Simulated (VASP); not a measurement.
# BeHF (P4/nmm) in VASP: settings compared

Aim: see how the results for BeHF move with the level of theory and the settings. Levels: PBE, PBEsol. Tasks: relaxation of cell and atoms, relaxation of the atoms.

Everything below comes from runs of VASP 6.6.1. Logs are shortened: lines on timing, memory, paths and dates and some standing lists are left out, and cuts for length are marked.

### Step 1. The structure

It takes space group P4/nmm (No. 129, tetragonal). Conventional cell: a = 3.171 Å, b = 3.171 Å, c = 5.240 Å, α = 90.00°, β = 90.00°, γ = 90.00°. Around Be (site symmetry 4mm) lie 4 H at 1.82 Å. H (site symmetry -4m2) has 4 Be at 1.82 Å as nearest neighbours. F (site symmetry 4mm) is surrounded by 4 H at 2.35 Å and 6 Be at 2.39 to 2.62 Å.

The cell was built by a generator and needn't be a form met in nature.

### Step 2. Relaxation of cell and atoms, PBE

File INCAR:

```
SYSTEM = BeHF
  PREC = Accurate
  ENCUT = 600
  EDIFF = 1E-6
  ISMEAR = 0
  SIGMA = 0.05
  LREAL = .False.
  LASPH = .True.
  NELM = 80
  ALGO = Normal
  ISIF = 3
  LWAVE = .False.
  LCHARG = .False.
  GGA = PE
  IBRION = 2
  NSW = 60
  EDIFFG = -0.02
```

File KPOINTS:

```
regular mesh
0
Gamma
  8 8 5
  0 0 0
```

File POSCAR:

```
BeHF
1.0
    3.1711226500      0.0000000000      0.0000000000
    0.0000000000      3.1711226500      0.0000000000
    0.0000000000      0.0000000000      5.2401098700
Be H F
2 2 2
Direct
    0.0000000000      0.5000000000      0.8299999800
    0.5000000000      0.0000000000      0.1700000200
    0.0000000000      0.0000000000      0.0000000000
    0.5000000000      0.5000000000      0.0000000000
    0.0000000000      0.5000000000      0.3300000100
    0.5000000000      0.0000000000      0.6699999900
```

Potentials or basis: VASP PAW PBE potentials, release 64 (Be, H, F).

Command:

```bash
$ cat potpaw_PBE.64/Be/POTCAR potpaw_PBE.64/H/POTCAR potpaw_PBE.64/F/POTCAR > POTCAR
$ mpirun -np 1 vasp_std > vasp.out
```

OUTCAR:

```text
SYSTEM = BeHF
   PREC = Accurate
   ENCUT = 600
   EDIFF = 1E-6
   ISMEAR = 0
   LREAL = .False.
   LASPH = .True.
   NELM = 80
   ISIF = 3
   GGA = PE
   IBRION = 2
   NSW = 60
   EDIFFG = -0.02

 ion  position               nearest neighbor table
   1  0.000  0.500  0.830-
   2  0.500  0.000  0.170-
   3  0.000  0.000  0.000-
   4  0.500  0.500  0.000-
   5  0.000  0.500  0.330-
   6  0.500  0.000  0.670-

  LATTYP: Found a simple tetragonal cell.
 ALAT       =     3.1711226500
 C/A-ratio  =     1.6524462937

  Lattice vectors:

 A1 = (   3.1711226500,   0.0000000000,   0.0000000000)
 A2 = (   0.0000000000,   3.1711226500,   0.0000000000)
 A3 = (   0.0000000000,   0.0000000000,   5.2401098700)

Analysis of symmetry for initial positions (statically):
=====================================================================
 Subroutine PRICEL returns:
 Original cell was already a primitive cell.

 Routine SETGRP: Setting up the symmetry group for a
 simple tetragonal supercell.

 Subroutine GETGRP returns: Found 16 space group operations
 (whereof  8 operations were pure point group operations)
 out of a pool of 16 trial point group operations.

The static configuration has the point symmetry D_2d.
 The point group associated with its full space group is D_4h.

Analysis of symmetry for dynamics (positions and initial velocities):
=====================================================================
 Subroutine PRICEL returns:
 Original cell was already a primitive cell.

 Routine SETGRP: Setting up the symmetry group for a
 simple tetragonal supercell.

 Subroutine GETGRP returns: Found 16 space group operations
 (whereof  8 operations were pure point group operations)
 out of a pool of 16 trial point group operations.

The dynamic configuration has the point symmetry D_2d.
 The point group associated with its full space group is D_4h.

 Subroutine INISYM returns: Found 16 space group operations
 (whereof  8 operations are pure point group operations),
 and found     1 'primitive' translations

----------------------------------------------------------------------------------------

                                     Primitive cell

  volume of cell :      52.6946

  direct lattice vectors                    reciprocal lattice vectors
     3.171122650  0.000000000  0.000000000     0.315345734  0.000000000  0.000000000
     0.000000000  3.171122650  0.000000000     0.000000000  0.315345734  0.000000000
     0.000000000  0.000000000  5.240109870     0.000000000  0.000000000  0.190835693

  length of vectors
     3.171122650  3.171122650  5.240109870     0.315345734  0.315345734  0.190835693

  position of ions in fractional coordinates (direct lattice)
     0.000000000  0.500000000  0.829999980
     0.500000000  0.000000000  0.170000020
     0.000000000  0.000000000  0.000000000
     0.500000000  0.500000000  0.000000000
     0.000000000  0.500000000  0.330000010
     0.500000000  0.000000000  0.669999990

  ion indices of the primitive-cell ions
   primitive index   ion index
                 1           1
                 2           2
                 3           3
                 4           4
                 5           5
                 6           6

----------------------------------------------------------------------------------------

 KPOINTS: regular mesh

Automatic generation of k-mesh.
 Grid dimensions read from file:
 generate k-points for:    8    8    5

 Generating k-lattice:

  Cartesian coordinates                     Fractional coordinates (reciprocal lattice)
     0.039418217  0.000000000  0.000000000     0.125000000  0.000000000  0.000000000
     0.000000000  0.039418217  0.000000000     0.000000000  0.125000000  0.000000000
     0.000000000  0.000000000  0.038167139     0.000000000  0.000000000  0.200000000

  Length of vectors
     0.039418217  0.039418217  0.038167139

  Shift w.r.t. Gamma in fractional coordinates (k-lattice)
     0.000000000  0.000000000  0.000000000

 Subroutine IBZKPT returns following result:
 ===========================================

 Found     45 irreducible k-points:

 Following reciprocal coordinates:
            Coordinates               Weight
  0.000000  0.000000  0.000000      1.000000
  0.125000  0.000000  0.000000      4.000000
  0.250000  0.000000  0.000000      4.000000
  0.375000  0.000000  0.000000      4.000000
  0.500000  0.000000  0.000000      2.000000
  0.125000  0.125000  0.000000      4.000000
[... 16 lines left out ...]
  0.375000  0.125000  0.200000     16.000000
  0.500000  0.125000  0.200000      8.000000
 [... further k-points ...]
   k-points           NKPTS =     45   k-points in BZ     NKDIM =     45   number of bands    NBANDS=     14
   number of dos      NEDOS =    301   number of ions     NIONS =      6
   total plane-waves  NPLWV =  32928
   dimension x,y,z NGX =    28 NGY =   28 NGZ =   42
   dimension x,y,z NGXF=    56 NGYF=   56 NGZF=   84
   ions per type =               2   2   2
   NGX,Y,Z   is equivalent  to a cutoff of  14.68, 14.68, 13.32 a.u.
   NGXF,Y,Z  is equivalent  to a cutoff of  29.36, 29.36, 26.65 a.u.
 SYSTEM =  BeHF
   PREC   = accura    normal or accurate (medium, high low for compatibility)
   ISTART =      0    job   : 0-new  1-cont  2-samecut
   ICHARG =      2    charge: 1-file 2-atom 10-const
   ISPIN  =      1    spin polarized calculation?
   LNONCOLLINEAR =      F non collinear calculations
   LSORBIT =      F    spin-orbit coupling
   LASPH  =      T    aspherical Exc in radial PAW
   ENCUT  =  600.0 eV  44.10 Ry    6.64 a.u.   6.33  6.33 10.47*2*pi/ulx,y,z
   NELM   =     80;   NELMIN=  2; NELMDL= -5     # of ELM steps
   EDIFF  = 0.1E-05   stopping-criterion for ELM
   LREAL  =      F    real-space projection
   EDIFFG = -.2E-01   stopping-criterion for IOM
   NSW    =     60    number of steps for IOM
   IBRION =      2    ionic relax: 0-MD 1-quasi-New 2-CG
   NFREE  =      1    steps in history (QN), initial steepest desc. (CG)
   ISIF   =      3    stress and relaxation
   ISYM   =      2    0-nonsym 1-usesym 2-fastsym
   POTIM  = 0.5000    time-step for ionic-motion
   TEBEG  =    0.0;   TEEND  =   0.0 temperature during run
   PSTRESS=    0.0 pullay stress
   NELECT =      20.0000    total number of electrons
   NUPDOWN=      -1.0000    fix difference up-down
   EMIN   =  10.00;   EMAX   =-10.00  energy-range for DOS
   EFERMI =   0.00;   METHOD = LEGACY
   ISMEAR =     0;   SIGMA  =   0.05  broadening in eV -4-tet -1-fermi 0-gaus
   EFERMI_NEDOS =   21; number of points for ismear=-14 and -15
   IALGO  =     38    algorithm
   IMIX   =      4    mixing-type and parameters
     AMIX     =   0.40;   BMIX     =  1.00
     AMIX_MAG =   1.60;   BMIX_MAG =  1.00
  volume/ion in A,a.u.               =       8.78        59.27
  Fermi-wavevector in a.u.,A,eV,Ry     =   1.185303  2.239898 19.115409  1.404943
  Thomas-Fermi vector in A             =   2.321499
   LORBIT       =      0    0 simple, 1 ext, 2 COOP (PROOUT), +10 PAW based schemes
   GGA     = PE    functional components
   LHFCALC =     F    Hartree Fock is set to
   AEXX    =    0.0000 exact exchange contribution
   IVDW    =     0    specifies the selected vdW correction
   LEPSILON=     F    determine dielectric tensor
   LRPA    =     F    only Hartree local field effects (RPA)
 conjugate gradient relaxation of ions
 non-spin polarized calculation
 Gauss-broadening in eV      SIGMA  =   0.05
  energy-cutoff  :      600.00
  volume of cell :       52.69
 maximum number of plane-waves:      1780
 NGX is ok and might be reduce to    28
   NGX = 13   NGY = 13   NGZ = 21

--------------------------------------- Ionic step        1  -------------------------------------------

 number of electron      19.9999989 magnetization

 Free energy of the ion-electron system (eV)
  ---------------------------------------------------
  ext. energy  EPLUGINS =         0.00000000
  ---------------------------------------------------
  free energy    TOTEN  =       -21.12872244 eV

  energy without entropy =      -21.12869237  energy(sigma->0) =      -21.12870741

------------------------ aborting loop because EDIFF is reached ----------------------------------------

  FORCE on cell =-STRESS in cart. coord.  units (eV):
  Direction    XX          YY          ZZ          XY          YZ          ZX
  --------------------------------------------------------------------------------------
  -------------------------------------------------------------------------------------
  Total       -7.8853529     -7.8853529     -3.7285906      0.0000000      0.0000000      0.0000000
  in kB     -239.7536599   -239.7536599   -113.3675636      0.0000000      0.0000000      0.0000000
  external PRESSURE =    -197.6249611 kB  Pullay stress =       0.0000000 kB
[... 27 lines left out ...]
--------------------------------------- Ionic step        2  -------------------------------------------

 number of electron      19.9999996 magnetization

 E-fermi :   3.9600     XC(G=0):  -9.9765

 val. band max:        3.7163798689   @ k =   0.0000   0.0000   0.4000
 cond. band min:       4.1681146608   @ k =   0.0000   0.0000   0.4000
 fundamental gap:      0.4517347919
 Fermi energy:         3.9600468837

 k-point     1 :       0.0000    0.0000    0.0000
  band No.  band energies     occupation
      1     -20.1882      2.00000
      2     -19.5036      2.00000
      3      -7.2463      2.00000
      4      -1.3721      2.00000
      5      -1.2869      2.00000
      6      -1.2869      2.00000
      7      -0.7572      2.00000
      8      -0.4361      2.00000
      9      -0.4361      2.00000
     10       3.6959      2.00000
     11       5.8853      0.00000
     12       6.5679      0.00000
     13       8.2686      0.00000
     14       8.2686      0.00000
[... 464 lines left out ...]
  FREE ENERGIE OF THE ION-ELECTRON SYSTEM (eV)
  ---------------------------------------------------
  free  energy   TOTEN  =       -22.5066120919 eV

  energy  without entropy=      -22.5066120919  energy(sigma->0) =      -22.50661209

[... ionic steps 4 to 21 ...]

--------------------------------------- Ionic step       22  -------------------------------------------

 number of electron      19.9999985 magnetization

------------------------ aborting loop because EDIFF is reached ----------------------------------------
[... 75 lines left out ...]
--------------------------------------- Ionic step       24  -------------------------------------------

 number of electron      19.9999984 magnetization

 Free energy of the ion-electron system (eV)
  ---------------------------------------------------
  ext. energy  EPLUGINS =         0.00000000
  ---------------------------------------------------
  free energy    TOTEN  =       -23.25279955 eV

  energy without entropy =      -23.25243564  energy(sigma->0) =      -23.25261760

 E-fermi :   6.1102     XC(G=0): -10.1089

 val. band max:        5.9515339186   @ k =   0.0000   0.0000   0.2000
 cond. band min:       6.1509143517   @ k =   0.1250   0.0000   0.4000
 fundamental gap:      0.1993804331
 Fermi energy:         6.1102435131

 k-point     1 :       0.0000    0.0000    0.0000
  band No.  band energies     occupation
      1     -21.1242      2.00000
      2     -20.9396      2.00000
      3      -8.6110      2.00000
      4      -2.1989      2.00000
      5      -1.4028      2.00000
      6      -1.1093      2.00000
      7      -1.1093      2.00000
      8      -0.9801      2.00000
      9      -0.9801      2.00000
     10       6.4387      0.00000
     11       7.0473      0.00000
     12       7.0773      0.00000
     13      11.9730      0.00000
     14      12.0702      0.00000
[... 424 lines left out ...]
  FREE ENERGIE OF THE ION-ELECTRON SYSTEM (eV)
  ---------------------------------------------------
  free  energy   TOTEN  =       -23.2527995527 eV

  energy  without entropy=      -23.2524356424  energy(sigma->0) =      -23.25261760

 reached required accuracy - stopping structural energy minimisation
```

Wall time 5.9 min (1 thread of Intel Xeon Platinum 8375C at 2.90GHz (Ice Lake), shared host); peak memory 0.2 GiB.

What came out:

| Property | Result |
| --- | --- |
| Free energy | -23.2528 eV |
| Relaxed volume | 6.82 Å³/atom |
| Relaxed cell | a = 2.554 Å, b = 2.554 Å, c = 6.269 Å, α = 90.00°, β = 90.00°, γ = 90.00° |
| Space group after relaxing (to 0.05 Å) | P4/nmm (No. 129) |
| Energy gained by relaxing | 354.0 meV/atom |
| Ionic steps | 24 |
| Pressure after relaxing | 0.2 GPa |
| Largest force after relaxing | 0.013 eV/Å |
| Band gap on the k mesh | none (metal or under the smearing width) |

Forces on the atoms (eV/Å):
```
Be   0.000  0.000  0.013
Be   0.000  0.000 -0.013
H    0.000  0.000  0.000
H    0.000  0.000  0.000
F    0.000  0.000  0.011
F    0.000  0.000 -0.011
```

Step by step:
```
step  energy change (eV)  largest force (eV/Å)  pressure (GPa)  volume (Å³)
   1              0.0000                0.5935          -19.76        52.69
   2             -0.9789                0.4812          -13.34        44.84
   3             -1.3779                0.7231           -2.73        39.22
   4             -1.4060                0.9948            3.19        37.25
   5             -1.4066                0.9368            1.85        37.65
   6             -1.6232                0.6011            2.51        36.87
   7             -1.7547                0.6363            4.94        35.86
   8             -1.7552                0.7236            5.57        35.64
   9             -1.8498                0.7800            1.53        36.94
  10             -1.8631                1.0370            0.03        37.71
  11             -1.9696                0.6955           -1.41        38.53
  12             -2.0448                0.5847           -2.57        39.56
  13             -2.0546                0.7457           -2.93        40.05
  14             -2.1164                0.1333            1.40        39.85
  15             -2.1165                0.1365            1.58        39.84
  16             -2.1212                0.0810            0.44        40.43
  17             -2.1212                0.0780            0.47        40.42
  18             -2.1223                0.0626           -0.44        40.77
  19             -2.1223                0.0447           -0.30        40.72
  20             -2.1230                0.0525           -0.07        40.71
  21             -2.1232                0.0627            0.21        40.69
  22             -2.1236                0.0307            0.35        40.73
  23             -2.1238                0.0187            0.42        40.78
  24             -2.1241                0.0127            0.22        40.91
```

Final structure:
```cif
data_structure
_symmetry_space_group_name_H-M 'P 1'
_symmetry_Int_Tables_number 1
_cell_length_a 2.5544
_cell_length_b 2.5544
_cell_length_c 6.2694
_cell_angle_alpha 90.000
_cell_angle_beta 90.000
_cell_angle_gamma 90.000
_cell_volume 40.91
loop_
_atom_site_label
_atom_site_type_symbol
_atom_site_fract_x
_atom_site_fract_y
_atom_site_fract_z
_atom_site_occupancy
Be1 Be 0.00000 0.50000 0.84405 1
Be2 Be 0.50000 0.00000 0.15595 1
H1 H 0.00000 0.00000 0.00000 1
H2 H 0.50000 0.50000 0.00000 1
F1 F 0.00000 0.50000 0.29771 1
F2 F 0.50000 0.00000 0.70229 1
```

Caveat: the volume moved by over 15 % at a fixed basis, so the end points are rough.

### Step 3. Relaxation of the atoms, PBEsol

File INCAR:

```
PREC = Accurate ; ENCUT = 520
EDIFF = 1E-6 ; ISMEAR = 0
SIGMA = 0.05 ; LREAL = F
LASPH = T ; NELM = 80
ALGO = Normal ; ISIF = 2
LWAVE = F ; LCHARG = F
GGA = PS ; IBRION = 2
NSW = 60 ; EDIFFG = -0.01
```

File KPOINTS:

```
Automatic mesh
0
Gamma
  8 8 5
```

POSCAR is that of step 2.

Potentials or basis: VASP PAW PBE potentials, release 64 (Be, H, F).

Command:

```bash
$ cat potpaw_PBE.64/Be/POTCAR potpaw_PBE.64/H/POTCAR potpaw_PBE.64/F/POTCAR > POTCAR
$ mpirun -np 1 vasp_std > vasp.out
```

Wall time 7.2 min (1 thread of Intel Xeon Platinum 8375C at 2.90GHz (Ice Lake), shared host); peak memory 0.18 GiB.

Results (log left out):

```
Free energy               : -25.0184 eV
Energy gained by relaxing : 531.2 meV/atom
Ionic steps               : 41
Pressure after relaxing   : 2.5 GPa
Band gap on the k mesh    : 1.17 eV, indirect (least direct gap 2.59 eV)
```

Stress tensor (GPa, compression positive):
```
1.48 0.00 0.00
0.00 1.48 0.00
0.00 0.00 4.57
```

Step by step:
```csv
step,energy change (eV),largest force (eV/Å),pressure (GPa)
1,0.0000,0.5262,-21.52
3,-0.0362,0.0655,-22.11
5,-0.0371,0.0797,-22.19
7,-0.0486,0.1290,-22.94
9,-0.1681,0.3618,-24.61
11,1.0138,9.5874,16.71
13,-0.9202,0.5068,-12.72
15,-0.9220,0.4822,-13.84
17,-0.9973,0.2299,-12.57
19,-1.3349,1.6062,-4.92
21,4.6901,28.8473,72.82
23,-2.9076,3.1965,7.23
25,-2.9303,3.1741,7.47
27,-2.9899,3.0971,8.62
29,-3.1081,1.8326,5.89
31,-3.1796,0.1451,2.00
33,-3.1798,0.1911,1.89
35,-3.1815,0.1719,1.97
37,-3.1861,0.1007,2.23
39,-3.1870,0.0525,2.37
41,-3.1871,0.0006,2.51
```

Final structure:
```
CELL_PARAMETERS angstrom
3.17112 0.00000 0.00000
0.00000 3.17112 0.00000
0.00000 0.00000 5.24011
ATOMIC_POSITIONS crystal
Be 0.00000 0.50000 0.88457
Be 0.50000 0.00000 0.11543
H 0.00000 0.00000 0.00000
H 0.50000 0.50000 0.00000
F 0.00000 0.50000 0.62352
F 0.50000 0.00000 0.37648
```

Levels at points of the mesh, in eV from the valence-band top:
```tsv
k point	band 7	band 8	band 9	band 10	band 11	band 12	band 13	band 14
(0.00, 0.00, 0.00)	-2.87	-1.81	-1.81	-0.01	4.34	4.34	5.31	9.34
(0.50, 0.00, 0.00)	-2.25	-2.25	-2.03	-2.03	7.40	7.40	7.52	7.52
(0.50, 0.50, 0.00)	-2.61	-2.61	-2.28	-2.28	1.17	1.17	8.49	8.49
```

Caveat: the PAW data sets were made with another functional, which shifts forces and pressure a little; an odd mesh through Γ misses points on the zone boundary, where band edges often lie.

### Step 4. For comparison

An earlier run on the cell as given: functional PBE; potentials or basis VASP PAW PBE potentials, release 64 (Be, H, F); cutoff 520 eV; k mesh 8 × 8 × 5; occupations fermi-dirac, width 0.05 eV; no spin polarisation.

* Pressure: -19.7 GPa
* Largest force: 0.590 eV/Å
* Band gap on the k mesh: 0.17 eV, direct

### Step 5. The runs side by side

```csv
task,level,cell,cutoff (eV),smearing,gap on the mesh (eV),pressure (GPa),largest force (eV/Å)
relaxation of cell and atoms,PBE,relaxed,600,gaussian 0.05 eV,none,0.2,0.01
relaxation of the atoms,PBEsol,atoms relaxed,520,gaussian 0.05 eV,1.17,2.5,-
single point,PBE,as given,520,fermi-dirac 0.05 eV,0.17,-19.7,0.59
```

Alike in all rows: potentials or basis VASP PAW PBE potentials, release 64 (Be, H, F); no spin polarisation; k mesh 8 × 8 × 5.

Caveats: an odd mesh through Γ misses points on the zone boundary, where band edges often lie (some runs); the volume moved by over 15 % at a fixed basis, so the end points are rough (some runs); the PAW data sets were made with another functional, which shifts forces and pressure a little (some runs); so large a pressure means that the cell lies far from this level's equilibrium, or that cutoff or potentials fall short (some runs).

Total energies depend on the potentials used, so only differences within one code and one set of settings carry meaning.
